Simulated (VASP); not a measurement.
An input for Quantum ESPRESSO's pw.x (written as the equivalent of a VASP run, and not itself run):

```
&CONTROL
  calculation = 'scf'
  pseudo_dir = './pseudo'
  outdir = './out'
  tprnfor = .true.
  tstress = .true.
/
&SYSTEM
  ibrav = 0
  nat = 4
  ntyp = 2
  ecutwfc = 110
  occupations = 'smearing'
  smearing = 'gaussian'
  degauss = 0.009996
  input_dft = 'pbe'
/
&ELECTRONS
  conv_thr = 7.3e-08
  electron_maxstep = 100
/
ATOMIC_SPECIES
  La 138.905 La.upf
  Sb 121.760 Sb.upf
CELL_PARAMETERS angstrom
     4.4125670    0.0000000    0.0000000
     2.2062840    5.7574770    0.0000000
     0.0000000    0.0000000   15.2402000
ATOMIC_POSITIONS crystal
  La   0.6451350  0.6830500  0.4866430
  La   0.3715170  0.2454310  0.6713070
  Sb   0.2293600  0.5612790  0.3311670
  Sb   0.9481860  0.1218450  0.5108820
K_POINTS automatic
  3 3 1 0 0 0
```

### Question
Write the VASP files for the same calculation (PBE).

### Answer
This is not unique; one that fits is 
**KPOINTS**
```
Automatic mesh
0
Gamma
3 3 1
0 0 0
```

### INCAR
```
SYSTEM  =  LaSb
ENCUT  =  300   # plane-wave cut-off (eV)
NELM  =  100   # most electronic steps
LWAVE  =  .False.
LCHARG  =  .False.
SIGMA  =  0.136   # width (eV)
LREAL  =  .False.   # projection in real space or not
LMAXMIX  =  6   # l cut-off of mixed one-centre charges
ISIF  =  2   # forces and stress, cell fixed
LASPH  =  .True.   # aspherical one-centre terms
PREC  =  Accurate
ISMEAR  =  0   # Gaussian
ALGO  =  Normal   # blocked Davidson
EDIFF  =  1E-6   # SCF stop (eV)
GGA  =  PE   # PBE
```

POSCAR:
```
LaSb
1
    4.4125670000     0.0000000000     0.0000000000
    2.2062840000     5.7574770000     0.0000000000
    0.0000000000     0.0000000000    15.2402000000
La Sb
2 2
Direct
  0.6451350000   0.6830500000   0.4866430000
  0.3715170000   0.2454310000   0.6713070000
  0.2293600000   0.5612790000   0.3311670000
  0.9481860000   0.1218450000   0.5108820000
```

POTCAR, in this order: La Sb (PBE.64 set). Program: vasp_std.

Limits of the translation: the potentials are each code's own (VASP's PAW set, PseudoDojo norm-conserving files in pw.x), so ENCUT and ecutwfc are chosen apart and not converted; conv_thr bounds pw.x's estimated SCF error, while EDIFF bounds the energy change between steps.

The cell is a sheet with vacuum, built from a generated structure.
